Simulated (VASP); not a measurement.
# NbSi2: phonons from a supercell, part 2 of 3

Aim: the phonon dispersion and thermal properties of NbSi2. The start is a cell from a database of measured crystal structures.

VASP 6.6.1; PBEsol; plane waves and PAW (Nb_sv, Si).

So far. Step 2 (Relax the host): The run ended after 7 ionic steps, 0.051 eV below its first step, once forces and stress met EDIFFG = -0.03. The relaxed cell has a = 4.762, c = 6.582 Å (conventional setting).

## (3) Tight relaxation

Force constants are second derivatives, so residual forces and stress must first be far smaller than in an ordinary relaxation. Smearing, mesh and cutoff differ from the relaxation before, which can move the cell too.

INCAR

```
SYSTEM = NbSi2
PREC = Accurate
ENCUT = 360
EDIFF = 1E-08
NELM = 120
ISMEAR = 1
SIGMA = 0.2
LREAL = .FALSE.
ALGO = Fast
GGA = PS
NBANDS = 40
LASPH = .TRUE.
LORBIT = 11
LWAVE = .FALSE.
LCHARG = .FALSE.
KPAR = 4
IBRION = 1
NSW = 30
ISIF = 3
EDIFFG = -0.002
POTIM = 0.4
```

POSCAR

```
NbSi2
1.0
    4.7617144200      0.0000000000      0.0000000000
   -2.3808572100      4.1237656532      0.0000000000
    0.0000000000      0.0000000000      6.5820682957
Nb Si
3 6
Direct
    0.0000000000      0.5000000000      0.1666666667
    0.5000000000      0.5000000000      0.8333333333
    0.5000000000      0.0000000000      0.5000000000
    0.3188690004      0.1594345002      0.1666666667
    0.1594345002      0.8405654998      0.8333333333
    0.8405654998      0.6811309996      0.5000000000
    0.6811309996      0.8405654998      0.1666666667
    0.8405654998      0.1594345002      0.8333333333
    0.1594345002      0.3188690004      0.5000000000
```

KPOINTS

```
Automatic mesh
0
Gamma
8 8 5
0 0 0
```

Potentials, in the order of the species: Nb_sv and Si (PBE family, release 64).

The run is started by

```console
> mpirun -np 4 vasp_std
```

Output:

```text
[banner, memory and clock lines left out]
running    4 mpi-ranks, on    1 nodes
 distrk:  each k-point on    1 cores,    4 groups
 distr:  one band on    1 cores,    1 groups

 POSCAR found type information on POSCAR NbSi
 POSCAR found :  2 types and       9 ions
 [... a notice as in an earlier step ...]

 LDA part: xc-table for (Slater+PW92), standard interpolation
 POSCAR, INCAR and KPOINTS ok, starting setup
 FFT: planning ... GRIDC
 FFT: planning ... GRID_SOFT
 FFT: planning ... GRID
 WAVECAR not read
 entering main loop
       N       E                     dE             d eps       ncg     rms          rms(c)
DAV:   1     0.416251716180E+03    0.41625E+03   -0.25875E+04  2424   0.115E+03
DAV:   2    -0.368373703478E+02   -0.45309E+03   -0.43626E+03  3048   0.420E+02
DAV:   3    -0.731385369995E+02   -0.36301E+02   -0.35598E+02  4176   0.861E+01
DAV:   4    -0.757802372169E+02   -0.26417E+01   -0.26277E+01  3728   0.213E+01
DAV:   5    -0.758902187608E+02   -0.10998E+00   -0.10973E+00  3872   0.484E+00    0.182E+01
RMM:   6    -0.732772231953E+02    0.26130E+01   -0.10994E+01  3278   0.150E+01    0.691E+00
RMM:   7    -0.733627818066E+02   -0.85559E-01   -0.31409E+00  3621   0.584E+00    0.286E+00
RMM:   8    -0.732919529457E+02    0.70829E-01   -0.53268E-01  3153   0.357E+00    0.118E+00
RMM:   9    -0.732727339409E+02    0.19219E-01   -0.15040E-01  3450   0.211E+00    0.449E-01
RMM:  10    -0.732797579184E+02   -0.70240E-02   -0.68578E-02  3904   0.839E-01    0.641E-01
RMM:  11    -0.732830982542E+02   -0.33403E-02   -0.26263E-02  4112   0.542E-01    0.604E-01
RMM:  12    -0.732828504489E+02    0.24781E-03   -0.10433E-02  3776   0.385E-01    0.525E-01
RMM:  13    -0.732842312222E+02   -0.13808E-02   -0.61873E-03  3919   0.266E-01    0.481E-01
RMM:  14    -0.732827849296E+02    0.14463E-02   -0.26162E-03  3698   0.213E-01    0.408E-01
RMM:  15    -0.732821114361E+02    0.67349E-03   -0.19939E-03  3868   0.166E-01    0.334E-01
RMM:  16    -0.732823243691E+02   -0.21293E-03   -0.52774E-04  4000   0.943E-02    0.334E-01
RMM:  17    -0.732823518896E+02   -0.27520E-04   -0.30655E-04  4164   0.596E-02    0.336E-01
RMM:  18    -0.732823315135E+02    0.20376E-04   -0.15020E-04  4079   0.443E-02    0.357E-01
RMM:  19    -0.732815479895E+02    0.78352E-03   -0.92026E-04  4198   0.150E-01    0.182E-01
RMM:  20    -0.732813497026E+02    0.19829E-03   -0.61307E-04  3883   0.901E-02    0.131E-01
RMM:  21    -0.732812513090E+02    0.98394E-04   -0.23053E-04  3841   0.690E-02    0.754E-02
RMM:  22    -0.732812342583E+02    0.17051E-04   -0.10824E-04  3854   0.425E-02    0.569E-02
RMM:  23    -0.732812149247E+02    0.19334E-04   -0.89712E-05  3817   0.411E-02    0.309E-02
RMM:  24    -0.732812160104E+02   -0.10857E-05   -0.55258E-05  3832   0.282E-02    0.153E-02
RMM:  25    -0.732812175761E+02   -0.15656E-05   -0.21068E-05  3911   0.195E-02    0.434E-03
WARNING in EDDRMM: call to ZHEGV failed, returncode =   8  4     15
WARNING in EDDRMM: call to ZHEGV failed, returncode =   8  4     19
RMM:  26    -0.732812180392E+02   -0.46314E-06   -0.67861E-06  3964   0.102E-02    0.402E-03
 num prob  num prob  num prob  num prob  num prob  num prob  num prob  num prob  num prob RMM:  27    -0.732812180000E+02    0.39244E-07   -0.26164E-06  3672   0.569E-03    0.457E-03
 num prob  num prob  num prob  num prob  num prob  num prob WARNING in EDDRMM: call to ZHEGV failed, returncode =   8  4     21
 num prob  num prob  num prob  num prob WARNING in EDDRMM: call to ZHEGV failed, returncode =   8  4     30
 num prob  num prob  num prob  num prob  num prob  num prob  num prob  num prob  num prob  num prob  num prob  num prob  num prob  num prob  num prob  num prob  num prob  num prob  num prob  num prob RMM:  28    -0.732812180201E+02   -0.20158E-07   -0.83928E-07  3384   0.451E-03    0.371E-03
 num prob  num prob  num prob  num prob  num prob  num prob  num prob  num prob  num prob  num prob  num prob  num prob  num prob  num prob  num prob  num prob  num prob  num prob RMM:  29    -0.732812181239E+02   -0.10374E-06   -0.62448E-07  3462   0.382E-03    0.273E-03
 num prob  num prob  num prob  num prob  num prob  num prob  num prob  num prob  num prob  num prob  num prob  num prob  num prob  num prob  num prob  num prob  num prob  num prob  num prob  num prob  num prob  num prob  num prob  num prob  num prob  num prob  num prob  num prob  num prob  num prob  num prob  num prob  num prob  num prob  num prob  num prob  num prob  num prob  num prob  num prob  num prob  num prob  [...]
 num prob  num prob  num prob  num prob  num prob  num prob  num prob  num prob  num prob  num prob  num prob  num prob  num prob  num prob  num prob  num prob  num prob  num prob  num prob  num prob  num prob  num prob  num prob  num prob  num prob  num prob  num prob  num prob  num prob  num prob  num prob  num prob  num prob  num prob  num prob  num prob  num prob  num prob  num prob  num prob RMM:  31    -0.732812181661E+02   -0.12604E-07   -0.19250E-07  2754   0.241E-03    0.238E-03
 num prob  num prob  num prob  num prob  num prob  num prob  num prob  num prob  num prob  num prob  num prob  num prob  num prob  num prob  num prob  num prob  num prob  num prob  num prob  num prob  num prob  num prob  num prob  num prob  num prob  num prob  num prob  num prob  num prob  num prob  num prob  num prob  num prob  num prob  num prob  num prob  num prob  num prob  num prob  num prob  num prob  num prob  [...]
 num prob  num prob  num prob  num prob  num prob  num prob  num prob  num prob  num prob  num prob  num prob  num prob  num prob  num prob  num prob  num prob  num prob  num prob  num prob  num prob  num prob  num prob  num prob  num prob  num prob  num prob  num prob  num prob  num prob  num prob  num prob  num prob  num prob  num prob  num prob  num prob  num prob  num prob WARNING in EDDRMM: call to ZHEGV failed, returncode =   8  4     21
 num prob  num prob  num prob  num prob  num prob  num prob RMM:  33    -0.732812182182E+02   -0.24025E-07   -0.24483E-07  2750   0.239E-03    0.139E-03
 num prob  num prob  num prob  num prob  num prob  num prob  num prob  num prob  num prob  num prob  num prob  num prob  num prob  num prob  num prob  num prob  num prob  num prob  num prob  num prob  num prob  num prob  num prob  num prob  num prob  num prob  num prob  num prob  num prob  num prob  num prob  num prob  num prob  num prob  num prob  num prob  num prob  num prob  num prob  num prob  num prob  num prob  [...]
 num prob  num prob  num prob  num prob  num prob  num prob WARNING in EDDRMM: call to ZHEGV failed, returncode =   6  3     26
[...]
num prob  num prob  num prob  num prob  num prob  num prob  num prob  num prob  num prob  num prob  num prob  num prob  num prob  num prob  num prob  num prob  num prob  num prob  num prob  num prob  num prob  num prob  num prob  num prob  num prob WARNING in EDDRMM: call to ZHEGV failed, returncode =   8  4     23
[...]
num prob  num prob  num prob  num prob  num prob  num prob  num prob  num prob  num prob  num prob  num prob  num prob  num prob  num prob  num prob  num prob  num prob  num prob  num prob  num prob  num prob  num prob  num prob  num prob  num prob  num prob  num prob  num prob  num prob  num prob  num prob  num prob  num prob  num prob  num prob  num prob  num prob  num prob  num prob WARNING in EDDRMM: call to ZHEGV failed, returncode =   8  4     32
[...]
num prob  num prob  num prob  num prob  num prob  num prob  num prob  num prob  num prob  num prob  num prob  num prob  num prob  num prob  num prob  num prob  num prob  num prob  num prob  num prob  num prob  num prob  num prob  num prob  num prob  num prob  num prob  num prob  num prob  num prob  num prob  num prob  num prob  num prob  num prob  num prob  num prob  num prob  num prob  num prob  num prob  num prob  num prob  num prob  num prob  num prob  num prob WARNING in EDDRMM: call to ZHEGV failed, returncode =   8  4     18
[...]
num prob  num prob  num prob  num prob  num prob  num prob  num prob  num prob  num prob  num prob  num prob  num prob  num prob  num prob  num prob  num prob  num prob  num prob  num prob  num prob  num prob  num prob  num prob  num prob  num prob  num prob  num prob  num prob  num prob  num prob  num prob  num prob  num prob  num prob  num prob  num prob  num prob  num prob  num prob  num prob  num prob  num prob  num prob  num prob  num prob  num prob  num prob  num prob  num prob  num prob  num prob WARNING in EDDRMM: call to ZHEGV failed, returncode =   8  4     13
[...]
num prob  num prob  num prob  num prob  num prob  num prob WARNING in EDDRMM: call to ZHEGV failed, returncode =   6  3     19
[...]
num prob  num prob  num prob  num prob  num prob  num prob  num prob  num prob  num prob  num prob  num prob  num prob  num prob  num prob  num prob  num prob  num prob  num prob  num prob  num prob WARNING in EDDRMM: call to ZHEGV failed, returncode =   8  4     17
[...]
num prob  num prob  num prob  num prob  num prob  num prob  num prob  num prob  num prob  num prob  num prob  num prob  num prob  num prob  num prob  num prob  num prob  num prob  num prob  num prob  num prob  num prob  num prob  num prob  num prob  num prob  num prob  num prob  num prob  num prob  num prob  num prob  num prob  num prob  num prob  num prob  num prob  num prob  num prob  num prob  num prob  num prob  num prob WARNING in EDDRMM: call to ZHEGV failed, returncode =   8  4     13
[...]
num prob  num prob  num prob  num prob  num prob WARNING in EDDRMM: call to ZHEGV failed, returncode =   8  4     20
[...]
num prob  num prob  num prob  num prob  num prob  num prob  num prob  num prob  num prob  num prob  num prob  num prob  num prob  num prob  num prob  num prob  num prob  num prob  num prob  num prob  num prob  num prob  num prob  num prob  num prob  num prob  num prob  num prob  num prob  num prob  num prob  num prob  num prob  num prob  num prob  num prob WARNING in EDDRMM: call to ZHEGV failed, returncode =   8  4     31
 num prob  num prob  num prob  num prob  num prob  num prob  num prob  num prob  num prob  num prob  num prob WARNING in EDDRMM: call to ZHEGV failed, returncode =   8  4     26
[...]
num prob  num prob  num prob  num prob  num prob  num prob  num prob  num prob  num prob  num prob  num prob  num prob  num prob  num prob  num prob  num prob  num prob  num prob  num prob  num prob  num prob  num prob  num prob  num prob  num prob  num prob  num prob  num prob  num prob  num prob  num prob  num prob WARNING in EDDRMM: call to ZHEGV failed, returncode =   6  3     19
[...]
num prob  num prob WARNING in EDDRMM: call to ZHEGV failed, returncode =   8  4     19
[...]
num prob  num prob  num prob  num prob  num prob  num prob  num prob  num prob  num prob  num prob  num prob  num prob  num prob  num prob  num prob  num prob  num prob  num prob  num prob  num prob  num prob  num prob  num prob  num prob  num prob  num prob  num prob  num prob  num prob  num prob  num prob  num prob  num prob  num prob  num prob  num prob  num prob  num prob  num prob  num prob  num prob  num prob  num prob  num prob  num prob  num prob  num prob  num prob  num prob  num prob  num prob  num prob WARNING in EDDRMM: call to ZHEGV failed, returncode =   8  4     21
   6 F= -.73282492E+02 E0= -.73282651E+02  d E =0.107180E-04
 BRION: g(F)=  0.267E-05 g(S)=  0.156E-05 retain N=  1 mean eig= 0.69
 eig:   0.691
 bond charge predicted
       N       E                     dE             d eps       ncg     rms          rms(c)
DAV:   1    -0.732824977933E+02   -0.55920E-05   -0.14163E-04  3264   0.920E-02    0.146E-02
RMM:   2    -0.732824946740E+02    0.31192E-05   -0.13381E-05  3332   0.245E-02    0.402E-03
RMM:   3    -0.732824945352E+02    0.13885E-06   -0.37121E-06  3526   0.101E-02    0.240E-03
 num prob RMM:   4    -0.732824942704E+02    0.26473E-06   -0.69225E-07  3325   0.406E-03    0.718E-04
 num prob  num prob  num prob  num prob  num prob  num prob  num prob  num prob  num prob  num prob  num prob  num prob  num prob  num prob  num prob  num prob  num prob  num prob  num prob  num prob  num prob  num prob  num prob  num prob  num prob  num prob  num prob  num prob  num prob  num prob  num prob  num prob  num prob  num prob  num prob  num prob  num prob  num prob  num prob  num prob  num prob  num prob  num prob  num prob  num prob  num prob  num prob  num prob RMM:   5    -0.732824941983E+02    0.72183E-07   -0.11042E-07  2836   0.288E-03    0.274E-04
 num prob  num prob  num prob  num prob  num prob  num prob  num prob  num prob  num prob  num prob  num prob  num prob  num prob  num prob  num prob  num prob  num prob  num prob  num prob  num prob  num prob  num prob  num prob  num prob  num prob  num prob  num prob  num prob  num prob  num prob  num prob  num prob  num prob  num prob  num prob  num prob  num prob  num prob  num prob  num prob  num prob  num prob RMM:   6    -0.732824941508E+02    0.47421E-07   -0.20431E-07  2611   0.271E-03    0.593E-04
 num prob  num prob  num prob  num prob  num prob  num prob  num prob  num prob  num prob  num prob  num prob  num prob  num prob  num prob  num prob  num prob  num prob  num prob  num prob  num prob  num prob  num prob  num prob  num prob  num prob  num prob  num prob  num prob  num prob  num prob  num prob  num prob  num prob  num prob  num prob  num prob  num prob  num prob  num prob  num prob  num prob  num prob  num prob  num prob  num prob  num prob  num prob  num prob  num prob  num prob  num prob  num prob  num prob  num prob  num prob  num prob  num prob RMM:   7    -0.732824941390E+02    0.11854E-07    0.33638E-09  2034   0.178E-03    0.792E-04
 num prob  num prob  num prob  num prob  num prob  num prob  num prob  num prob  num prob  num prob  num prob  num prob  num prob  num prob  num prob  num prob  num prob  num prob  num prob  num prob  num prob  num prob  num prob  num prob  num prob  num prob  num prob  num prob  num prob  num prob  num prob  num prob  num prob  num prob  num prob  num prob  num prob  num prob  num prob  num prob  num prob  num prob  [...]
   7 F= -.73282494E+02 E0= -.73282651E+02  d E =-.193727E-05
 BRION: g(F)=  0.905E-06 g(S)=  0.159E-06 retain N=  1 mean eig= 0.54
 eig:   0.544
 reached required accuracy - stopping structural energy minimisation
```

The job ended after 14 min (4 MPI ranks of Intel Xeon Platinum 8375C at 2.90GHz (Ice Lake), shared host; peak memory 0.93 GiB).

Parts of OUTCAR (step 3):

```text
  LATTYP: Found a hexagonal cell.
 ALAT       =     4.7617144200
 C/A-ratio  =     1.3822895947

 Found     30 irreducible k-points:

   k-points           NKPTS =     30   k-points in BZ     NKDIM =     30   number of bands    NBANDS=     40

   dimension x,y,z NGX =    30 NGY =   30 NGZ =   42
   dimension x,y,z NGXF=    60 NGYF=   60 NGZF=   84

   ENCUT  =  360.0 eV  26.46 Ry    5.14 a.u.   7.37  7.37 10.18*2*pi/ulx,y,z

   NELECT =      63.0000    total number of electrons

 E-fermi :  11.5573

 k-point     1 :       0.0000    0.0000    0.0000
  band No.  band energies     occupation
    ...
     28       9.3503      2.00000
     29       9.4522      2.00000
     30       9.5842      2.00000
     31       9.5842      2.00000
     32      10.5336      2.00000
     33      12.3231     -0.00000
     34      14.8358     -0.00000
     35      14.9437     -0.00000
     36      14.9930     -0.00000
     37      14.9930     -0.00000
    ...

 k-point     2 :       0.1250   -0.0000    0.0000
  band No.  band energies     occupation
    ...
     28       9.3915      2.00000
     29       9.6231      2.00000
     30       9.6583      2.00000
     31       9.8307      2.00000
     32      10.4140      2.00000
     33      12.2634     -0.00001
     34      14.0591     -0.00000
     35      14.3485     -0.00000
     36      14.7440     -0.00000
     37      14.8100     -0.00000
    ...

  Total       -0.0042272     -0.0042272     -0.0011807     -0.0000000     -0.0000000      0.0000000
  in kB       -0.0524092     -0.0524092     -0.0146381     -0.0000000     -0.0000000      0.0000000
  external PRESSURE =      -0.0398188 kB  Pullay stress =       0.0000000 kB

  energy-cutoff  :      360.00
  volume of cell :      129.23
      direct lattice vectors                 reciprocal lattice vectors
     4.767419042  0.000000000  0.000000000     0.209757102  0.121103319  0.000000000
    -2.383709521  4.128706000  0.000000000    -0.000000000  0.242206638  0.000000000
     0.000000000 -0.000000000  6.565306130     0.000000000 -0.000000000  0.152315822

 POSITION                                       TOTAL-FORCE (eV/Angst)
 -----------------------------------------------------------------------------------
     -1.19185      2.06435      1.09422        -0.000000     -0.000000     -0.000000
      1.19185      2.06435      5.47109        -0.000000      0.000000      0.000000
      2.38371      0.00000      3.28265        -0.000000     -0.000000      0.000000
      1.14071      0.65859      1.09422         0.001712      0.000988      0.000000
     -1.24300      3.47012      5.47109         0.001712     -0.000988     -0.000000
      2.38371      2.81153      3.28265         0.000000     -0.001977     -0.000000
      1.24300      3.47012      1.09422        -0.001712     -0.000988     -0.000000
      3.62671      0.65859      5.47109        -0.001712      0.000988      0.000000
      0.00000      1.31717      3.28265        -0.000000      0.001977      0.000000
 -----------------------------------------------------------------------------------
    total drift:                               -0.000000      0.000000     -0.000001

  FREE ENERGIE OF THE ION-ELECTRON SYSTEM (eV)
  ---------------------------------------------------
  free  energy   TOTEN  =       -73.2824941369 eV

  energy  without entropy=      -73.2829659686  energy(sigma->0) =      -73.28265141

 total charge
# of ion       s       p       d       tot
------------------------------------------
    1        2.156   6.034   2.620  10.810
    2        2.156   6.034   2.620  10.810
    3        2.156   6.034   2.620  10.810
    4        0.758   0.878   0.000   1.636
    5        0.758   0.878   0.000   1.636
    6        0.758   0.878   0.000   1.636
    7        0.758   0.878   0.000   1.636
    8        0.758   0.878   0.000   1.636
    9        0.758   0.878   0.000   1.636
--------------------------------------------------
tot         11.015  23.369   7.861  42.244

[... 3 parts as in an earlier step ...]

[... 7 further parts left out ...]
```

CONTCAR:

```
NbSi2
   1.00000000000000
     4.7674190416629019    0.0000000000000000    0.0000000000000000
    -2.3837095208314509    4.1287060004787408    0.0000000000000000
     0.0000000000000000   -0.0000000000000000    6.5653061301067392
  Nb              Si
     3     6
Direct
     0.0000000000000000    0.5000000000000000    0.1666666667000030
     0.5000000000000000    0.5000000000000000    0.8333333332999970
     0.5000000000000000   -0.0000000000000000    0.5000000000000000
     0.3190281880643196    0.1595140940321598    0.1666666667000030
     0.1595140940321598    0.8404859059678402    0.8333333332999970
     0.8404859059678402    0.6809718119356805    0.5000000000000000
     0.6809718119356805    0.8404859059678402    0.1666666667000030
     0.8404859059678402    0.1595140940321598    0.8333333332999970
     0.1595140940321598    0.3190281880643196    0.5000000000000000
```

Step by step:

```tsv
step	energy less that of the first step (eV)	largest force (eV/Å)	pressure (GPa)	volume (Å³)
1	0.0000	0.0210	-0.11	129.25
2	-0.0010	0.0031	0.22	129.09
3	0.5777	0.0329	0.36	129.29
4	-0.0012	0.0026	0.13	129.13
5	-0.0013	0.0103	0.21	129.07
6	-0.0013	0.0034	0.01	129.22
7	-0.0013	0.0020	0.00	129.23
```

```tsv
conventional cell, symmetrised	before	after	change
a (Å)	4.762	4.767	+0.1 %
b (Å)	4.762	4.767	+0.1 %
c (Å)	6.582	6.565	-0.3 %
volume (Å³/atom)	14.36	14.36	-0.0 %
```

Final coordinates:

```
Nb Si
1.0
     4.76742    0.00000    0.00000
    -2.38371    4.12871    0.00000
     0.00000    0.00000    6.56531
Nb Si
3 6
Direct
  0.00000 0.50000 0.16667
  0.50000 0.50000 0.83333
  0.50000 0.00000 0.50000
  0.31903 0.15951 0.16667
  0.15951 0.84049 0.83333
  0.84049 0.68097 0.50000
  0.68097 0.84049 0.16667
  0.84049 0.15951 0.83333
  0.15951 0.31903 0.50000
```

Numbers from this step:

| Property | Result |
| --- | --- |
| electronic cycles | 398 |
| free energy (TOTEN) | -73.2825 eV |
| energy at zero smearing | -73.2827 eV |
| Fermi energy | 11.56 eV |
| pressure | -0.003982 GPa |

The run ended after 7 ionic steps, 0.001 eV below its first step, once forces and stress met EDIFFG = -0.002.

(Continued in part 3 of 3.)

[Lines on the potential files, build, host, timing and source positions are cut from VASP's logs without a mark.]

[Logs are printed without paths, hosts, clocks, repeated set-up lines and the standing remarks that a program may print on its own settings, such as how far it seeks lower states.]

[Hosts, paths, dates, database ids (printed as entryN), source tags and the programs' standing remarks are cut or masked in the printed files.]

[Runs that stopped without an error message from VASP are left out.]
